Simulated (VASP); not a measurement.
Calculation: AM05 GGA, VASP's PBE PAW potentials (set 64) (plane waves; VASP).

A VASP calculation is set up with these files.

### POSCAR
```
Lu
1
    1.7326836810    -3.0010962531     0.0000000000
    1.7326836810     3.0010962531     0.0000000000
    0.0000000000     0.0000000000     5.3995988955
Lu
2
Direct
  0.3333330000   0.6666670000   0.2500000000
  0.6666670000   0.3333330000   0.7500000000
```

INCAR:
```
SYSTEM = Lu
PREC = Accurate; ENCUT = 520; LREAL = .False.
LASPH = .True.; ICHARG = 11
EDIFF = 1E-7; NELM = 100; ALGO = Normal
LMAXMIX = 6
ISMEAR = 0; SIGMA = 0.05
GGA = AM
LWAVE = .False.; LCHARG = .False.; LORBIT = 11
```

**KPOINTS**
```
k-points along high-symmetry lines
10
Line-mode
Reciprocal
  0.000000   0.000000   0.000000 ! GAMMA
 -0.000000   0.500000   0.000000 ! M

 -0.000000   0.500000   0.000000 ! M
 -0.333333   0.666667   0.000000 ! K

 -0.333333   0.666667   0.000000 ! K
  0.000000   0.000000   0.000000 ! GAMMA

  0.000000   0.000000   0.000000 ! GAMMA
  0.000000   0.000000   0.500000 ! A

  0.000000   0.000000   0.500000 ! A
 -0.000000   0.500000   0.500000 ! L

 -0.000000   0.500000   0.500000 ! L
 -0.333333   0.666667   0.500000 ! H

 -0.333333   0.666667   0.500000 ! H
  0.000000   0.000000   0.500000 ! A

 -0.000000   0.500000   0.500000 ! L
 -0.000000   0.500000   0.000000 ! M

 -0.333333   0.666667   0.500000 ! H
 -0.333333   0.666667   0.000000 ! K
```

POTCAR, in this order: Lu_3 (PBE.64 set). Program: vasp_std. Read from the step before: CHGCAR.

Output of the run:

OUTCAR:
```
 ion  position               nearest neighbor table
   1  0.333  0.667  0.250-   2 3.36   2 3.36   2 3.36   2 3.36   2 3.36   2 3.36
   2  0.667  0.333  0.750-   1 3.36   1 3.36   1 3.36   1 3.36   1 3.36   1 3.36
  LATTYP: Found a hexagonal cell.
 ALAT       =     3.4653674349
 C/A-ratio  =     1.5581605694
 Subroutine PRICEL returns:
 Original cell was already a primitive cell.
 Subroutine GETGRP returns: Found 24 space group operations
The static configuration has the point symmetry D_3d.
 The point group associated with its full space group is D_6h.
The dynamic configuration has the point symmetry D_3d.
 Subroutine INISYM returns: Found 24 space group operations
   k-points           NKPTS =     90   k-points in BZ     NKDIM =     90   number of bands    NBANDS=     13
   number of dos      NEDOS =    301   number of ions     NIONS =      2
   total plane-waves  NPLWV =  31360
   dimension x,y,z NGX =    28 NGY =   28 NGZ =   40
   dimension x,y,z NGXF=    56 NGYF=   56 NGZF=   80
   ions per type =               2
   PREC   = accura    normal or accurate (medium, high low for compatibility)
   ISTART =      0    job   : 0-new  1-cont  2-samecut
   ICHARG =     11    charge: 1-file 2-atom 10-const
   ISPIN  =      1    spin polarized calculation?
   LNONCOLLINEAR =      F non collinear calculations
   LSORBIT =      F    spin-orbit coupling
   INIWAV =      1    electr: 0-lowe 1-rand  2-diag
   ENCUT  =  520.0 eV  38.22 Ry    6.18 a.u.   6.44  6.44 10.04*2*pi/ulx,y,z
   NELM   =    100;   NELMIN=  2; NELMDL= -5     # of ELM steps
   EDIFF  = 0.1E-06   stopping-criterion for ELM
   LREAL  =      F    real-space projection
   NLSPLINE    = F    spline interpolate recip. space projectors
   LMAXMIX     =    6 max onsite mixed and CHGCAR
   VOSKOWN=      0    Vosko Wilk Nusair interpolation
   EDIFFG = 0.1E-05   stopping-criterion for IOM
   NSW    =      0    number of steps for IOM
   NBLOCK =      1;   KBLOCK =      1    inner block; outer block
   IBRION =     -1    ionic relax: 0-MD 1-quasi-New 2-CG
   NFREE  =      0    steps in history (QN), initial steepest desc. (CG)
   ISIF   =      2    stress and relaxation
   ISYM   =      2    0-nonsym 1-usesym 2-fastsym
...
```

### OSZICAR
```
       N       E                     dE             d eps       ncg     rms          rms(c)
DAV:   1     0.461656401860E+02    0.46166E+02   -0.88715E+03  4139   0.152E+03
DAV:   2    -0.711962391447E+01   -0.53285E+02   -0.51781E+02  4031   0.726E+02
DAV:   3    -0.949905574382E+01   -0.23794E+01   -0.22660E+01  4142   0.673E+01
DAV:   4    -0.960824889045E+01   -0.10919E+00   -0.10703E+00  4299   0.979E+00
DAV:   5    -0.961207561711E+01   -0.38267E-02   -0.37771E-02  3843   0.194E+00
DAV:   6    -0.961225042133E+01   -0.17480E-03   -0.17355E-03  4078   0.430E-01
DAV:   7    -0.961225939470E+01   -0.89734E-05   -0.89599E-05  3853   0.950E-02
DAV:   8    -0.961226017714E+01   -0.78244E-06   -0.78253E-06  3212   0.242E-02
DAV:   9    -0.961226023137E+01   -0.54236E-07   -0.54337E-07  2674   0.733E-03
   1 F= -.96122602E+01 E0= -.96104765E+01  d E =-.356737E-02
```

**OUTCAR**
```
 val. band max:        2.9603737027   @ k =   0.0000   0.3333   0.0000

 cond. band min:       2.9731159323   @ k =  -0.2593   0.5185   0.5000



 k-point     1 :       0.0000    0.0000    0.0000
  band No.  band energies     occupation
      1     -24.1173      2.00000
      2     -23.6285      2.00000
      3     -23.6285      2.00000
      4     -23.5313      2.00000
      5     -23.5313      2.00000
      6     -23.4912      2.00000
      7      -3.2740      2.00000
      8       0.4129      2.00000
      9       3.7013      0.00000
     10       5.1110      0.00000
     11       5.1120      0.00000
     12       5.5858      0.00000
     13       5.8962      0.00000

 k-point     2 :       0.0000    0.0556    0.0000
  band No.  band energies     occupation
      1     -24.1116      2.00000
      2     -23.6397      2.00000
      3     -23.6325      2.00000
      4     -23.5433      2.00000
      5     -23.5327      2.00000
      6     -23.4940      2.00000
      7      -3.1968      2.00000
      8       0.4910      2.00000
      9       3.6375      0.00000
     10       4.8728      0.00000
     11       5.1854      0.00000
     12       5.8170      0.00000
     13       5.8598      0.00000

 k-point     3 :       0.0000    0.1111    0.0000
  band No.  band energies     occupation
      1     -24.0949      2.00000
      2     -23.6721      2.00000
      3     -23.6436      2.00000
      4     -23.5776      2.00000
      5     -23.5370      2.00000
      6     -23.5024      2.00000
      7      -2.9692      2.00000
      8       0.7169      2.00000
      9       3.4595      0.00000
     10       4.4414      0.00000
     11       5.4244      0.00000
     12       5.5144      0.00000
     13       6.0357      0.00000

 k-point     4 :       0.0000    0.1667    0.0000
  band No.  band energies     occupation
      1     -24.0681      2.00000
      2     -23.7218      2.00000
      3     -23.6603      2.00000
      4     -23.6290      2.00000
...
```

The density is held fixed in this step, so its total energy and stress have no physical meaning.

The compound is Lu in the hcp structure. It was relaxed first.
